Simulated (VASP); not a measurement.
A convergence study with VASP on Si (diamond): one setting is varied, all else stays as given below, so the limit is that of these other settings.

```
Si
1.0
    0.00000     2.71550     2.71550
    2.71550     0.00000     2.71550
    2.71550     2.71550     0.00000
Si
2
Direct
  0.00000   0.00000   0.00000
  0.25000   0.25000   0.25000
```

These are PBEsol GGA, VASP's PBE PAW potentials (set 64) (plane waves; VASP) values and carry that method's errors. The tightest run used: 550 eV cut-off, 17×17×17 Γ-centred mesh, tetrahedra with Blöchl corrections, potentials Si.

Gaps are read on the run's mesh, which can miss a band edge.

**Question.** The settings run are 3×3×3 mesh; 4×4×4 mesh; 5×5×5 mesh; 6×6×6 mesh; 7×7×7 mesh; 8×8×8 mesh; 9×9×9 mesh; 10×10×10 mesh; 11×11×11 mesh; 12×12×12 mesh; 13×13×13 mesh; 14×14×14 mesh; 15×15×15 mesh; 16×16×16 mesh; 17×17×17 mesh. From which on does the stress (every component) stay within 0.5 GPa of the tightest run?

**Answer.** From 5×5×5 mesh on: it is off by 0.22 there and by no more than 0.5 in any finer run, while 4×4×4 mesh is off by 0.65.
| setting | E (eV/atom) | pressure (GPa) | gap on the mesh (eV) | irreducible k-points | difference judged (GPa) |
|---|---|---|---|---|---|
| 3×3×3 mesh | -5.4252 | 2.27 | 0.565 | 4 | 2.02 |
| 4×4×4 mesh | -5.6476 | 0.90 | 0.564 | 8 | 0.65 |
| 5×5×5 mesh | -5.7123 | 0.47 | 0.456 | 10 | 0.22 |
| 6×6×6 mesh | -5.7337 | 0.32 | 0.585 | 16 | 0.08 |
| 7×7×7 mesh | -5.7415 | 0.27 | 0.455 | 20 | 0.03 |
| 8×8×8 mesh | -5.7445 | 0.25 | 0.503 | 29 | 0.01 |
| 9×9×9 mesh | -5.7457 | 0.25 | 0.466 | 35 | 0.00 |
| 10×10×10 mesh | -5.7462 | 0.25 | 0.467 | 47 | 0.00 |
| 11×11×11 mesh | -5.7465 | 0.25 | 0.478 | 56 | 0.00 |
| 12×12×12 mesh | -5.7466 | 0.25 | 0.457 | 72 | 0.00 |
| 13×13×13 mesh | -5.7466 | 0.25 | 0.487 | 84 | 0.00 |
| 14×14×14 mesh | -5.7466 | 0.25 | 0.457 | 104 | 0.00 |
| 15×15×15 mesh | -5.7466 | 0.25 | 0.467 | 120 | 0.00 |
| 16×16×16 mesh | -5.7466 | 0.25 | 0.461 | 145 | 0.00 |
| 17×17×17 mesh | -5.7466 | 0.25 | 0.459 | 165 | 0.00 |

Left out are rungs that failed or repeat a setting and relaxations that didn't move; long series are thinned to 24 rows.

The compound is Si in the diamond structure. The cell was not relaxed at this level.
